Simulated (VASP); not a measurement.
Set up this calculation in VASP 6.6.1, as the native input.

```
Task                   : single point
Functional             : LDA
Potentials or basis    : VASP PAW LDA potentials, release 64 (Sn_d)
Cutoff                 : 520 eV
k mesh                 : 16 × 16 × 16
Occupations            : gaussian, width 0.1 eV
Spin                   : no spin polarisation
Dipole correction      : no
Further INCAR settings : ALGO = Fast; EDIFF = 1e-06; NBANDS = 21
```

The structure of Sn lies in POSCAR:

```
Sn
1.0
   -2.8943272893      2.8943272893      1.5614333137
    2.8943272893     -2.8943272893      1.5614333137
    2.8943272893      2.8943272893     -1.5614333137
Sn
2
Direct
    0.0000000000      0.0000000000      0.0000000000
    0.7500000000      0.2500000000      0.5000000000
```

These files were run (other wordings do the same):

INCAR

```
PREC     = Accurate       # precision mode
ENCUT    = 520            # plane-wave cutoff, eV
EDIFF    = 1E-6           # SCF threshold, eV
ISMEAR   = 0              # smearing method
SIGMA    = 0.1            # smearing width, eV
LREAL    = F              # projectors in reciprocal space
LASPH    = T              # aspherical terms in the spheres
NELM     = 100            # most SCF steps
ALGO     = Fast           # electronic algorithm
ISIF     = 2              # what is computed and relaxed
LWAVE    = F              # write WAVECAR
LCHARG   = F              # write CHGCAR
NBANDS   = 21             # bands
```

KPOINTS

```
regular mesh
0
Gamma
  16 16 16
```

Potentials or basis: VASP PAW LDA potentials, release 64 (Sn_d).

Launch:

```bash
$ cat potpaw_LDA.64/Sn_d/POTCAR > POTCAR
$ mpirun -np 1 vasp_std > vasp.out
```

It gave:

- Pressure: 0.0 GPa
- Band gap on the k mesh: none (metal or under the smearing width)

Run time: 6.3 min on 1 thread of Intel(R) Xeon(R) Platinum 8488C (Sapphire Rapids), on a shared host, peak memory 0.4 GiB.
